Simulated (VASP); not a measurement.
Set up this calculation in VASP 6.6.1, as the native input.

- Task: single point
- Functional: PBE
- Potentials or basis: VASP PAW PBE potentials, release 64 (B, Y_sv)
- Cutoff: 520 eV
- k mesh: 11 × 11 × 11
- Occupations: fermi-dirac, width 0.0253 eV
- Spin: no spin polarisation
- Dipole correction: no
- Further INCAR settings: ALGO = Fast; EDIFF = 1e-07; NBANDS = 14

The structure of YB lies in POSCAR:

```
YB
1.0
    0.0000000000      2.5676340000      2.5676340000
    2.5676340000      0.0000000000      2.5676340000
    2.5676340000      2.5676340000      0.0000000000
B Y
1 1
Direct
    0.0000000000      0.0000000000      0.0000000000
    0.5000000000      0.5000000000      0.5000000000
```

The cell was built by a generator and needn't be a form met in nature.

One way to write it, as run:

INCAR

```
SYSTEM = YB
PREC     = Accurate       ! precision mode
ENCUT    = 520            ! plane-wave cutoff, eV
EDIFF    = 1E-7           ! SCF threshold, eV
ISMEAR   = -1             ! smearing method
SIGMA    = 0.0253         ! smearing width, eV
LREAL    = .False.        ! projectors in reciprocal space
LASPH    = .True.         ! aspherical terms in the spheres
NELM     = 100            ! most SCF steps
ALGO     = Fast           ! electronic algorithm
ISIF     = 2              ! what is computed and relaxed
LWAVE    = .False.        ! write WAVECAR
LCHARG   = .False.        ! write CHGCAR
GGA      = PE             ! functional
NBANDS   = 14             ! bands
```

KPOINTS

```
regular mesh
0
Gamma
  11 11 11
  0 0 0
```

Potentials or basis: VASP PAW PBE potentials, release 64 (B, Y_sv).

Launch:

```sh
$ cat potpaw_PBE.64/B/POTCAR potpaw_PBE.64/Y_sv/POTCAR > POTCAR
$ mpirun -np 1 vasp_std > vasp.out
```

It gave:

```
Pressure               : 13.5 GPa
Band gap on the k mesh : none (metal or under the smearing width)
```

Run time: 35 s on 1 thread of Intel(R) Xeon(R) Platinum 8488C (Sapphire Rapids), with other jobs on the host, peak memory 0.18 GiB.
